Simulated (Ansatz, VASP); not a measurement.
# Cross-check of Ba2CaMoO6 between VASP and Ansatz, part 2 of 2

Wanted: the spread between two codes on one cell, functional and k mesh.

VASP 6.6.1 and Ansatz 0.2.0.

So far: Set-up; VASP: relaxation of cell and atoms, PBEsol.

### Step 3. Ansatz: relaxation of cell and atoms, PBEsol

Level of this step: Ansatz beside VASP: Kohn-Sham DFT, plane waves, PBEsol (Ansatz).

Ansatz runs on its default PAW (the set named soft_2) files.

The same cell, functional, mesh and smearing now go to Ansatz, which takes its cutoff from its data sets.

The input, input.yaml:

```yaml
crystal:
  lattice:
    - [0.0, 4.1900565, 4.1900565]
    - [4.1900565, 0.0, 4.1900565]
    - [4.1900565, 4.1900565, 0.0]
  atoms:
    - { symbol: Ba, position: [0.75, 0.75, 0.75] }
    - { symbol: Ba, position: [0.25, 0.25, 0.25] }
    - { symbol: Mo, position: [0.5, 0.5, 0.5] }
    - { symbol: Ca, position: [0.0, 0.0, 0.0] }
    - { symbol: O, position: [0.72814, 0.72814, 0.27186] }
    - { symbol: O, position: [0.27186, 0.27186, 0.72814] }
    - { symbol: O, position: [0.72814, 0.27186, 0.72814] }
    - { symbol: O, position: [0.27186, 0.72814, 0.72814] }
    - { symbol: O, position: [0.27186, 0.72814, 0.27186] }
    - { symbol: O, position: [0.72814, 0.27186, 0.27186] }
hamiltonian:
  xc: pbesol
  pseudopotentials: { kind: paw }
kpoints:
  mp_grid: { grid: [3, 3, 3] }
scf:
  occupations: { method: gaussian, width: 0.05 }
relax:
  f_tol: 0.01
  max_steps: 60
  cell: { stress_tol: 0.05 }
output:
  forces: true
  stress: true
```

Command:

```bash
$ ansatz run input.yaml --threads 4 --pin off --max-ram 9216MiB --backend cpu --events-out ev --progress --plain --runs-dir out
```

Numbers of over 12 decimals in the logs are rounded to 6 here.

Output:

```text
Engine: ansatz 0.2.0, x86_64-unknown-linux-gnu
Pseudopotentials: kind: paw
Pseudopotential: Ba, paw, valence charge 10, recommended cutoff 420 eV (normal), Ba.paw.azcp
Pseudopotential: Mo, paw, valence charge 14, recommended cutoff 420 eV (normal), Mo.paw.azcp
Pseudopotential: Ca, paw, valence charge 10, recommended cutoff 420 eV (normal), Ca.paw.azcp
Pseudopotential: O, paw, valence charge 6, recommended cutoff 420 eV (normal), O.paw.azcp
Functional definition: PBEsol
  exchange = pbesol_x
  correlation = pbesol_c
Crystal: 10 atoms, lattice volume = 147.126 Å³
Basis set: ecut = 420 eV, 2891 PW (Γ), exchange–correlation on 80×80×80 points (8 copies of the dense FFT grid, shifted against one another)
Bands: 50, of which v1, the nominal top of the filled ones, is band 40 counted from 1 (39 counted from 0)
Symmetry: 48 space group operations
Space group: Fm-3m (ITA 225), of the structure as read, at distance tolerance 5.3e-5 Å
k-points: 4 of 27
Non-local potential: Ba, projectors of the file, l = 0: 3, l = 1: 2, l = 2: 2, l = 3: 2
Non-local potential: Mo, projectors of the file, l = 0: 3, l = 1: 2, l = 2: 2, l = 3: 1
Non-local potential: Ca, projectors of the file, l = 0: 3, l = 1: 2, l = 2: 2
Non-local potential: O, projectors of the file, l = 0: 2, l = 1: 2, l = 2: 1
PAW form: soft (Blöchl's): semilocal exchange-correlation on the pseudo side does not see the compensation charge
PAW frozen core: Ba, regenerated for the run's functional, and the local potential with it (the file was generated under x = pbe(κ = 0.804, μ = 0.219515), c = pbe(β = 0.066725))
PAW frozen core: Mo, regenerated for the run's functional, and the local potential with it (the file was generated under x = pbe(κ = 0.804, μ = 0.219515), c = pbe(β = 0.066725))
PAW frozen core: Ca, regenerated for the run's functional, and the local potential with it (the file was generated under x = pbe(κ = 0.804, μ = 0.219515), c = pbe(β = 0.066725))
PAW frozen core: O, regenerated for the run's functional, and the local potential with it (the file was generated under x = pbe(κ = 0.804, μ = 0.219515), c = pbe(β = 0.066725))
PAW one-centre angular grid: Ba, 194 points (default); XC on 64 Gauss nodes
PAW one-centre angular grid: Mo, 590 points (default); XC on 64 Gauss nodes
PAW one-centre angular grid: Ca, 110 points (default); XC on 64 Gauss nodes
PAW one-centre angular grid: O, 110 points (default); XC on 64 Gauss nodes
Initial density: superposition of atomic densities (neutral atoms: chi_scale 0, normalization atom), corrected by the library's trained network
Initial wavefunctions: pseudopotential atomic-orbital guess
Functional: x = pbesol(κ = 0.804, μ = 0.123457), c = pbesol(β = 0.046)
SCF iter   1: F=—  HF=-21794.001728 eV  |F-HF|=—  |Δ(HF+E_count)|=         —  Δρ=1.54e-2  dr2=2.99e-1  ethr=1.77e-3  ⟨swp⟩=8.2  Hψ=935  notcnv=0  defer=3
preconditioner: auto → Resta (q_TF=auto, 2.465 Å⁻¹)  ε∞=4.7  [insulator: Δε(μ)=2.069 eV  Ē_g=12.982 eV  σ=0.050 eV  W_gap=1.00  n_scr=26 (ndim 8)  ℏωp=24.9 eV  f_vac=0.000  D(μ)=0.00/eV (n_scr^D=0)  ε∞_Penn≈4.7]
SCF iter   2: F=—  HF=-21793.932429 eV  |F-HF|=—  |Δ(HF+E_count)|=   6.93e-2  Δρ=3.50e-3  dr2=2.02e-2  ethr=3.73e-4  ⟨swp⟩=2.0  Hψ=322  notcnv=0  defer=20
SCF iter   3: F=—  HF=-21793.928617 eV  |F-HF|=—  |Δ(HF+E_count)|=   3.81e-3  Δρ=9.96e-4  dr2=9.67e-4  ethr=2.53e-5  ⟨swp⟩=2.0  Hψ=340  notcnv=0  defer=20
SCF iter   4: F=—  HF=-21793.928676 eV  |F-HF|=—  |Δ(HF+E_count)|=   5.89e-5  Δρ=1.25e-4  dr2=2.96e-5  ethr=1.21e-6  ⟨swp⟩=3.0  Hψ=347  notcnv=0  defer=20
SCF iter   5: F=—  HF=-21793.928703 eV  |F-HF|=—  |Δ(HF+E_count)|=   2.67e-5  Δρ=2.93e-5  dr2=1.41e-6  ethr=3.70e-8  ⟨swp⟩=2.0  Hψ=307  notcnv=0  defer=20
SCF iter   6: F=-21793.928704 eV  HF=-21793.928704 eV  |F-HF|=2.21e-8  |Δ(HF+E_count)|=   6.57e-7  Δρ=5.02e-6  dr2=4.50e-8  ethr=1.25e-10  ⟨swp⟩=6.0  Hψ=716  notcnv=0
SCF 1 converged in 6 iterations: F = -21793.928704 eV  dr2 = 4.50e-8
  greatest PAW one-centre occupation: 0.999 electrons in one spin orbital (limit 2), on the Mo atom at site 2 (counted from 0), in its partial waves of l = 0
relax step   1: F+E_penalty+E_count = -21793.92870358 eV  Δ(F+E_penalty+E_count) = +0.000e0 eV  max|allowed force component| = 3.234e-1 eV/Å  Δτ_max = 0.0000 Å  P = -1.160 GPa  Ω = 147.126 Å³  (6 SCF iters, dr2 threshold 1.00e-7 eV, accepted)
[...]
relax step   2: F+E_penalty+E_count = -21793.95583020 eV  Δ(F+E_penalty+E_count) = -2.713e-2 eV  max|allowed force component| = 7.929e-2 eV/Å  Δτ_max = 0.0185 Å  P = +1.042 GPa  Ω = 143.587 Å³  energy of the carried Pulay correction = +1.130e-2 eV  (6 SCF iters, dr2 threshold 1.00e-6 eV, accepted)
[...]
relax step   3: F+E_penalty+E_count = -21793.95665966 eV  Δ(F+E_penalty+E_count) = -8.295e-4 eV  max|allowed force component| = 1.211e-2 eV/Å  Δτ_max = 0.0049 Å  P = -0.110 GPa  Ω = 145.019 Å³  energy of the carried Pulay correction = +6.698e-3 eV  (6 SCF iters, dr2 threshold 1.00e-6 eV, accepted)
[...]
relax step   4: F+E_penalty+E_count = -21793.95699642 eV  Δ(F+E_penalty+E_count) = -3.368e-4 eV  max|allowed force component| = 7.905e-4 eV/Å  Δτ_max = 0.0001 Å  P = -0.004 GPa  Ω = 144.925 Å³  energy of the carried Pulay correction = +6.998e-3 eV  (6 SCF iters, dr2 threshold 3.01e-8 eV, accepted)
[...]
relax step   5: F+E_penalty+E_count = -21793.94888473 eV  Δ(F+E_penalty+E_count) = +8.112e-3 eV  max|allowed force component| = 7.256e-4 eV/Å  Δτ_max = 0.0000 Å  P = -0.086 GPa  Ω = 144.925 Å³  stress off target by 8.59e-2 GPa  SCF on the basis re-selected at this cell (its energy is not comparable with the rows above)  (6 SCF iters)
[...]
relax step   6: F+E_penalty+E_count = -21793.94922527 eV  Δ(F+E_penalty+E_count) = -3.405e-4 eV  max|allowed force component| = 2.667e-4 eV/Å  Δτ_max = 0.0002 Å  P = -0.001 GPa  Ω = 144.830 Å³  energy of the carried Pulay correction = +3.149e-4 eV  (6 SCF iters, dr2 threshold 1.85e-8 eV, accepted)
[...]
relax step   7: F+E_penalty+E_count = -21793.94843709 eV  Δ(F+E_penalty+E_count) = +7.882e-4 eV  max|allowed force component| = 3.922e-4 eV/Å  Δτ_max = 0.0000 Å  P = -0.004 GPa  Ω = 144.830 Å³  stress off target by 4.00e-3 GPa  SCF on the basis re-selected at this cell (its energy is not comparable with the rows above)  (8 SCF iters)
basis re-selected at this cell: Δ(F+E_penalty+E_count) = +7.882e-4 eV, ΔP = -0.003 GPa vs the last step (what re-selecting the basis moved, of the pressure what is left beyond the Pulay correction that the steps carried, after the strain that the cell walked since its last selection, with what the two solves' SCF thresholds leave and, on support functions, any second-order correction that the steps lacked; it is no m [...]
SCF converged after 8 iterations
Free energy (F): -21793.948437 eV
Harris-Foulkes:  -21793.948437 eV  (|F-HF|=0.00e0)
Internal energy: -21793.948437 eV  (E = F + TS)
E sigma→0 (E₀):  -21793.948437 eV
Fermi energy:    10.312048 eV
--- Per-component energies (eV) ---
  E_band       = -273.607374
  E_kinetic    = 2107.943820
  E_local      = -4611.538011  (includes V_loc(G=0)·N_el)
  E_nonlocal   = 609.634553
  E_hartree    = 1675.904955
  E_xc         = -1094.115588
  E_vxc        = -1237.624024  (∫ρ·V_xc dr)
  E_paw        = -15172.344924  (= ΣΔE_a)
  E_vpaw       = -493.848087  (= ΣTr[D̂ρ^β])
  E_aug_tail   = 0.014466  (compensation charges beyond the density's cutoff)
  E_ewald      = -5310.290395
  E_core_change = 0.842687  (= ΣΔE_core)
  E_smearing   = -0.000000  (= −TS)
  E_closure    = 0.000000  (closes the sum)
  Σ components = -21793.948437   (vs F -21793.948437, Δ=0.00e0)
--- Forces (eV/Å), atoms counted from 1 ---
  atom   1  Ba     0.00000000     0.00000000    -0.00000000
  atom   2  Ba    -0.00000000    -0.00000000     0.00000000
  atom   3  Mo     0.00000000    -0.00000000     0.00000000
  atom   4  Ca    -0.00000000     0.00000000     0.00000000
  atom   5  O      0.00000000     0.00000000     0.00039217
  atom   6  O     -0.00000000    -0.00000000    -0.00039217
  atom   7  O      0.00000000     0.00039217     0.00000000
  atom   8  O      0.00039217     0.00000000    -0.00000000
  atom   9  O     -0.00000000    -0.00039217    -0.00000000
  atom  10  O     -0.00039217     0.00000000    -0.00000000
  max |Σ_I F_I| component: 8.89e-18 eV/Å
--- Stress (GPa, compression-positive) ---
       -0.004005      -0.000000      -0.000000
       -0.000000      -0.004005      -0.000000
       -0.000000      -0.000000      -0.004005
  P = ⅓ Tr σ = -0.0040 GPa (-0.040 kbar)
--- Relaxed structure (5 steps of the walk, 5 accepted, 2 SCFs on fresh bases) ---
  F+E_penalty+E_count = -21793.94843709 eV   max|allowed force component| = 3.922e-4 eV/Å   (the final SCF, on the basis selected at the relaxed cell)
  cell:  # Å, volume = 144.8300 Å³
    - [0, 4.168145, 4.168145]
    - [4.168145, 0, 4.168145]
    - [4.168145, 4.168145, 0]
  atoms:
    - { symbol: Ba, position: [0.750000, 0.750000, 0.750000] }
    - { symbol: Ba, position: [0.25, 0.25, 0.25] }
    - { symbol: Mo, position: [0.5, 0.5, 0.5] }
    - { symbol: Ca, position: [-2.3611483100359663e-19, 0, 1.1482296576202281e-19] }
    - { symbol: O, position: [0.729771, 0.729771, 0.270229] }
    - { symbol: O, position: [0.270229, 0.270229, 0.729771] }
    - { symbol: O, position: [0.729771, 0.270229, 0.729771] }
    - { symbol: O, position: [0.270229, 0.729771, 0.729771] }
    - { symbol: O, position: [0.270229, 0.729771, 0.270229] }
    - { symbol: O, position: [0.729771, 0.270229, 0.270229] }
```

Wall time 5.4 s (4 threads of AMD EPYC 9R14 (Zen 4), shared host); peak memory 0.62 GiB.

### Step 4. Comparison

Known differences besides the potentials themselves: both relaxations stop at a tolerance, which leaves soft axes loose, and VASP keeps its plane-wave basis; the data sets hold 80 valence electrons in Ansatz (default PAW (the set named soft_2) files) and 70 in VASP; the cutoff is 420 eV in Ansatz and 520 eV in VASP (PREC = Normal, projectors in real space); Ansatz makes its cores anew for this functional, VASP keeps those of its PBE data sets; VASP leaves aspherical gradient terms in its spheres out (LASPH is not set), Ansatz keeps them; Ansatz adds a Pulay correction to the stress that steers its cell, VASP none. Total energies have different zeros and are not compared.

Compared:

```csv
quantity,Ansatz,VASP,difference
volume (Å³),144.83,146.96,-1.45 %
"edge a after relaxation, in the typed setting (Å)",5.895,5.923,-0.49 %
```

The walks stopped with 0.00 GPa left in Ansatz and -0.11 GPa in VASP; each walk ends within a tolerance, so the volume difference is uncertain by about these residues over the bulk modulus, most in soft cells.

A further Ansatz single point at VASP's end cell gives -2.73 GPa where VASP has -0.11 GPa.

### Step 5. Outcome

```
difference in volume (relaxation of cell and atoms, PBEsol) : -1.5 %
```

What this shows: The difference in volume is -1.5 % (relaxation of cell and atoms, PBEsol), beyond the 1.2 % picked in this series as the mark of a large difference, as far as the stopping tolerances let one tell. A pressure difference of -2.63 GPa at VASP's end cell goes with -1.5 % of volume. Such differences can come from data sets, numerical settings and the points named under the comparisons, not from the functional's error against experiment.

[Lines on the potential files, build, host, timing and source positions are cut from VASP's logs without a mark.]

[Logs are printed without paths, hosts, clocks, repeated set-up lines and the standing remarks that a program may print on its own settings, such as how far it seeks lower states.]

[Hosts, paths, dates, database ids (printed as entryN), source tags and the programs' standing remarks are cut or masked in the printed files.]
